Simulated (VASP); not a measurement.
```
Lu
1.0
    1.75000    -3.03109     0.00000
    1.75000     3.03109     0.00000
    0.00000     0.00000     5.55000
Lu
2
Direct
  0.33333   0.66667   0.25000
  0.66667   0.33333   0.75000
```

Computed with vdW-DF-cx, VASP's PBE PAW potentials (set 64) (plane waves; VASP). Numerical set-up: 520 eV cut-off, 11×11×6 Γ-centred mesh, first-order Methfessel-Paxton smearing of 0.10 eV, potentials Lu_3.

Energy and stress use the plane-wave basis of the starting cell.

**Question.** The ions, cell shape and volume are relaxed. What does this cell relax into?

**Answer.** 
```
Lu
1.0
    1.72946    -2.99551     0.00000
    1.72946     2.99551     0.00000
    0.00000     0.00000     5.38365
Lu
2
Direct
  0.33333   0.66667   0.25000
  0.66667   0.33333   0.75000
```
Space group P6_3/mmc (194), at a tolerance of 0.03 Å.

**Question.** How do energy and volume change from the first to the last step?

**Answer.** The energy (σ→0) changes by -13.8 meV/atom and the volume by -5.3 %, in 11 ionic steps.

The compound is Lu in the hcp structure. This run relaxes it. Symmetry was kept, so distortions that lower it aren't found.
